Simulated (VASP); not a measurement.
All values below come from LDA (Ceperley-Alder, Perdew-Zunger), VASP's LDA PAW potentials (set 64) (plane waves; VASP).

A VASP calculation is set up with these files.

INCAR:
```
SYSTEM = SnTe
PREC = Accurate
ENCUT = 520
EDIFF = 1E-6
NELM = 100
ALGO = Normal
LREAL = .FALSE.
LASPH = .TRUE.
ISMEAR = 0
SIGMA = 0.05
LMAXMIX = 4
LWAVE = .FALSE.
LCHARG = .FALSE.
IBRION = 2
ISIF = 3
NSW = 60
EDIFFG = -0.01
```

**POSCAR**
```
SnTe
1.0
  0.0000000000   3.1600000000   3.1600000000
  3.1600000000   0.0000000000   3.1600000000
  3.1600000000   3.1600000000   0.0000000000
Sn Te
1 1
Direct
  0.0000000000   0.0000000000   0.0000000000
  0.5000000000   0.5000000000   0.5000000000
```

### KPOINTS
```
Automatic mesh
0
gamma
7 7 7
```

POTCAR, in this order: Sn_d Te (LDA.64 set). Program: vasp_std.

Energy and stress use the plane-wave basis of the starting cell.

Q: What does the run give for the energy per atom (σ→0), volume per atom?

A: 
```
Item                            Value
---------------------  --------------
energy per atom (σ→0)  -4.420 eV/atom
volume per atom         30.29 Å³/atom
```

File OSZICAR:
```
...
DAV:   1    -0.887217821124E+01   -0.34630E-01   -0.75388E-01   680   0.148E+01    0.106E+00
DAV:   2    -0.884594877634E+01    0.26229E-01   -0.45643E-02   680   0.374E+00    0.436E-01
DAV:   3    -0.883969425193E+01    0.62545E-02   -0.18774E-02   686   0.218E+00    0.865E-02
DAV:   4    -0.883950025127E+01    0.19400E-03   -0.52919E-04   606   0.234E-01    0.891E-02
DAV:   5    -0.883939917543E+01    0.10108E-03   -0.76672E-05   814   0.727E-02    0.208E-02
DAV:   6    -0.883939626802E+01    0.29074E-05   -0.11653E-05   584   0.615E-02    0.470E-03
DAV:   7    -0.883939596360E+01    0.30442E-06   -0.33479E-07   280   0.668E-03
   3 F= -.88393960E+01 E0= -.88393960E+01  d E =-.154959E-01
```

The compound is SnTe in the rock salt structure, which distorts at low temperature. This run relaxes it. Symmetry was kept, so distortions that lower it aren't found.
